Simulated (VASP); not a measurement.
Here is the system:

```
CELL_PARAMETERS angstrom
      0.00000     3.76432     3.76432
      3.76432     0.00000     3.76432
      3.76432     3.76432     0.00000
ATOMIC_POSITIONS crystal
  La 0.00000 0.00000 0.00000
  As 0.25000 0.25000 0.25000
```

Computed with PBE GGA, VASP's PBE PAW potentials (set 64) (plane waves; VASP 6.6.1). Run with 400 eV cut-off, 8×8×8 Γ-centred mesh, first-order Methfessel-Paxton smearing of 0.10 eV, potentials La As.

Energy and stress use the plane-wave basis of the starting cell.

Task: The ions, cell shape and volume are relaxed. Which structure does the run end with?

Result: 
```
CELL_PARAMETERS angstrom
      0.00000     3.40368     3.40368
      3.40368     0.00000     3.40368
      3.40368     3.40368     0.00000
ATOMIC_POSITIONS crystal
  La 0.00000 0.00000 0.00000
  As 0.25000 0.25000 0.25000
```
Space group F-43m (216), at a tolerance of 0.03 Å.

Task: How do energy and volume change from the first to the last step?

Result: The energy (σ→0) changes by -386.9 meV/atom and the volume by -26.1 %, in 15 ionic steps.

The structure was generated: LaAs was put into the zinc blende type (F-43m), which need not be its known phase. This run relaxes it. Symmetry was kept, so distortions that lower it aren't found.
